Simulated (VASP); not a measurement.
A cell of NaI (rock salt) near equilibrium:

```
CELL_PARAMETERS angstrom
      0.00000     3.22317     3.22317
      3.22317     0.00000     3.22317
      3.22317     3.22317     0.00000
ATOMIC_POSITIONS crystal
  Na 0.00000 0.00000 0.00000
  I  0.50000 0.50000 0.50000
```

Level of theory: r2SCAN meta-GGA, VASP's PBE PAW potentials (set 64) (plane waves; VASP 6.6.1).

Unless said otherwise, spin-orbit coupling is left out, though it shifts the bands of the heavy elements here.

| run | ΔE (meV/atom) | σxx | σyy | σzz | largest shear component, with its sign (GPa) | gap (eV) |
|---|---|---|---|---|---|---|
| as it is | 0.0 | 0.02 | 0.02 | 0.02 | 0.00 | 4.48 |
| after one change | 17.6 | 2.41 | 0.78 | 2.41 | 0.00 | 4.73 |
Stress is in GPa, positive when the cell is compressed; gaps are those on the k-mesh, and 0.00 means metallic.

**Question.** Name the change that produced these shifts.
A) biaxial strain of -4.0 % in the xz plane
B) shear strain γ_xy = +3.0 %
C) shear strain γ_xz = +2.0 %
D) biaxial strain of -4.0 % in the yz plane

**Answer.** A, biaxial strain of -4.0 % in the xz plane

The compound is NaI in the rock salt structure.
